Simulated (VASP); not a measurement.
Energy against volume of MgO (rock salt). Calculation: r2SCAN+rVV10, VASP's PBE PAW potentials (set 64) (plane waves; VASP).

| V (Å³/atom) | E (eV/atom) |
|---|---|
| 8.622 | -7.92418 |
| 8.897 | -7.93981 |
| 9.172 | -7.94499 |
| 9.448 | -7.94116 |
| 9.723 | -7.92960 |

Fit a third-order Birch-Murnaghan equation of state.

```json
{
 "volume_per_atom": "9.19 Å³/atom",
 "bulk_modulus": "173 GPa",
 "pressure_derivative_of_the_bulk_modulus": "4.05",
 "lattice_constant_a": "4.189 Å"
}
```

Measured: bulk modulus 170 GPa at 0 K (computed value off by +2.0 %), as given by Daniel Mejia-Rodriguez et al., Physical Review B (2018), arXiv:1807.09216 [0 K value with the zero-point phonon effect removed]; a 4.189 Å at 0 K (computed value off by +0.0 %), as given by Daniel Mejia-Rodriguez et al., Physical Review B (2018), arXiv:1807.09216 [static lattice: zero-point anharmonic expansion removed].

The compound is MgO in the rock salt structure. It was relaxed first.
